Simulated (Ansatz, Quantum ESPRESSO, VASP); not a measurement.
**BaHfO3 (Pm-3m, 5 atoms in the cell) computed with different codes at matched settings**

Self-consistent single point.

```
CELL_PARAMETERS angstrom
      4.17000     0.00000     0.00000
      0.00000     4.17000     0.00000
      0.00000     0.00000     4.17000
ATOMIC_POSITIONS crystal
  Ba 0.00000 0.00000 0.00000
  Hf 0.50000 0.50000 0.50000
  O  0.50000 0.00000 0.50000
  O  0.00000 0.50000 0.50000
  O  0.50000 0.50000 0.00000
```

Shared settings, as Ansatz (a program for electronic structure) writes them: kpoints.mp_grid.grid = 6 6 6; scf.occupations.method = fermi_dirac; scf.occupations.width = 0.01 eV. Potentials and cutoffs stand in the table.

```tsv
code	model	pressure (GPa)	gap on the mesh (eV)	cutoff
VASP	PBE, VASP's PBE PAW potentials (set 64)	-0.40	–	400 eV
Ansatz	PBE, default PAW files	3.72	3.676	420 eV
Quantum ESPRESSO	PBE, GBRV 1.5 ultrasoft (PBE) pseudopotentials	3.91	3.668	40 Ry
```

A dash marks a value that a program does not give, or that is left out as unsure.

No gap is tabulated for VASP: it is not read from that output, or partly filled or unconverged empty levels leave it unsure.

Gaps are read on the mesh.

On Ansatz's run: spin-orbit coupling is off.

The spread over the programs that give each value: pressure within 4.31 GPa; gap on the mesh within 0.008 eV.

Ansatz's pressure is given at a fixed set of plane waves, as the other plane-wave codes print theirs; with its correction for the finite basis it is 4.25 GPa (the shift of 0.53 GPa shows how far the cutoff is from converged). In the pressure, VASP (by 4.12) lies more than 1 GPa from the median of the plane-wave programs.

On the base mesh (8 8 8) the same programs gave: Quantum ESPRESSO pressure 3.91 GPa, gap on the mesh 3.668 eV; Ansatz pressure 3.72 GPa, gap on the mesh 3.676 eV; VASP pressure -0.37 GPa.

VASP's run is marked for a possible Pulay error in its stress at this cutoff; no cutoff test was made.

The starting cell has typed, rounded lattice constants, without a prior relaxation at this level.

Left out of this page: ABINIT, GPAW, FLEUR and SIESTA (not drawn, or without a comparable value); CP2K (on another mesh).

Keys are those of Ansatz 0.2.
